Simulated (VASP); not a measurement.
Output of a VASP run:

### OSZICAR
```
       N       E                     dE             d eps       ncg     rms          rms(c)
DAV:   1    -0.443849602792E+01   -0.44385E+01   -0.94408E+02  1530   0.347E+02
DAV:   2    -0.688218526938E+01   -0.24437E+01   -0.22156E+01  1875   0.336E+01
DAV:   3    -0.690608371346E+01   -0.23898E-01   -0.23558E-01  1890   0.402E+00
DAV:   4    -0.690617811425E+01   -0.94401E-04   -0.94399E-04  1920   0.245E-01
DAV:   5    -0.690617865900E+01   -0.54475E-06   -0.54407E-06  1885   0.167E-02    0.317E+00
DAV:   6    -0.672644645144E+01    0.17973E+00   -0.10366E-01  1905   0.234E+00    0.198E+00
DAV:   7    -0.700816719042E+01   -0.28172E+00   -0.77355E-02  1735   0.206E+00    0.686E-01
DAV:   8    -0.668743744541E+01    0.32073E+00   -0.99065E-02  1725   0.233E+00    0.222E-01
DAV:   9    -0.673848849291E+01   -0.51051E-01   -0.44560E-02  1500   0.129E+00    0.146E-01
DAV:  10    -0.673869167998E+01   -0.20319E-03   -0.40840E-04  2045   0.196E-01    0.178E-01
DAV:  11    -0.673977497527E+01   -0.10833E-02   -0.98757E-05  1845   0.791E-02    0.154E-01
DAV:  12    -0.673772813088E+01    0.20468E-02   -0.30100E-04  1680   0.132E-01    0.506E-02
DAV:  13    -0.673774783433E+01   -0.19703E-04   -0.10345E-04  1890   0.101E-01    0.541E-02
DAV:  14    -0.673776094803E+01   -0.13114E-04   -0.38253E-06  1520   0.240E-02    0.659E-02
DAV:  15    -0.673774917500E+01    0.11773E-04   -0.44810E-06  1560   0.243E-02    0.824E-02
DAV:  16    -0.673775797687E+01   -0.88019E-05   -0.93345E-06  1720   0.328E-02    0.809E-02
DAV:  17    -0.673775997782E+01   -0.20009E-05   -0.62215E-07  1970   0.844E-03    0.621E-02
DAV:  18    -0.673776389243E+01   -0.39146E-05   -0.26220E-07  1570   0.711E-03    0.279E-02
DAV:  19    -0.673776535682E+01   -0.14644E-05   -0.33285E-07  1605   0.676E-03    0.992E-03
DAV:  20    -0.673776577770E+01   -0.42089E-06   -0.56711E-08   940   0.339E-03    0.859E-04
DAV:  21    -0.673776549105E+01    0.28665E-06   -0.76124E-08  1520   0.344E-03    0.166E-04
DAV:  22    -0.673776548656E+01    0.44900E-08   -0.76373E-09   775   0.133E-03
   1 F= -.67377655E+01 E0= -.67378804E+01  d E =0.344780E-03
```

### OUTCAR
```
------------------------ aborting loop because EDIFF is reached ----------------------------------------
  FORCE on cell =-STRESS in cart. coord.  units (eV):
  Direction    XX          YY          ZZ          XY          YZ          ZX
  --------------------------------------------------------------------------------------
  Total        0.3439266      0.3439266      0.3439266      0.0000000      0.0000000      0.0000000
  in kB       35.9785084     35.9785084     35.9785084      0.0000000      0.0000000      0.0000000
  external PRESSURE =      35.9785084 kB  Pullay stress =       0.0000000 kB
  volume of cell :       15.32
      direct lattice vectors                 reciprocal lattice vectors
     0.000000000  1.971065555  1.971065555    -0.253669899  0.253669899  0.253669899
     1.971065555  0.000000000  1.971065555     0.253669899 -0.253669899  0.253669899
     1.971065555  1.971065555  0.000000000     0.253669899  0.253669899 -0.253669899
 POSITION                                       TOTAL-FORCE (eV/Angst)
 -----------------------------------------------------------------------------------
      0.00000      0.00000      0.00000         0.000000      0.000000      0.000000
 -----------------------------------------------------------------------------------
    total drift:                                0.000000      0.000000     -0.000000
  FREE ENERGIE OF THE ION-ELECTRON SYSTEM (eV)
  ---------------------------------------------------
  free  energy   TOTEN  =        -6.7377654866 eV

  energy  without entropy=       -6.7381102669  energy(sigma->0) =       -6.73788041
```
(Selected blocks of OUTCAR.)

### POSCAR
```
Al
1
    0.0000000000     1.9710655551     1.9710655551
    1.9710655551     0.0000000000     1.9710655551
    1.9710655551     1.9710655551     0.0000000000
Al
1
Direct
  0.0000000000   0.0000000000   0.0000000000
```

**Question.** Write an INCAR and KPOINTS that could have produced this output.

**Answer.** Several could match; the one computed here: the input of the run itself, r2SCAN meta-GGA, plane waves, VASP's PBE PAW potentials (set 64).

### INCAR
```
# general
SYSTEM   =  Al
PREC     =  Accurate
ENCUT    =  520   # plane-wave cut-off (eV)
LREAL    =  .False.   # projection in real space or not
LASPH    =  .True.

# electronic loop
EDIFF    =  1E-7   # SCF stop (eV)
NELM     =  100   # most electronic steps
ALGO     =  Normal
LMIXTAU  =  .True.

# smearing
ISMEAR   =  1   # Methfessel-Paxton
SIGMA    =  0.1   # width (eV)

# functional
METAGGA  =  R2SCAN

# ions
ISIF     =  2   # forces and stress, cell fixed

# output
LWAVE    =  .False.
LCHARG   =  .False.
```

**KPOINTS**
```
Regular mesh
0
G
 16 16 16
0 0 0
```

POTCAR, in this order: Al (PBE.64 set). Program: vasp_std.

The compound is Al in the fcc structure. This cell is one point of a volume scan, at 0.97 of the reference volume.
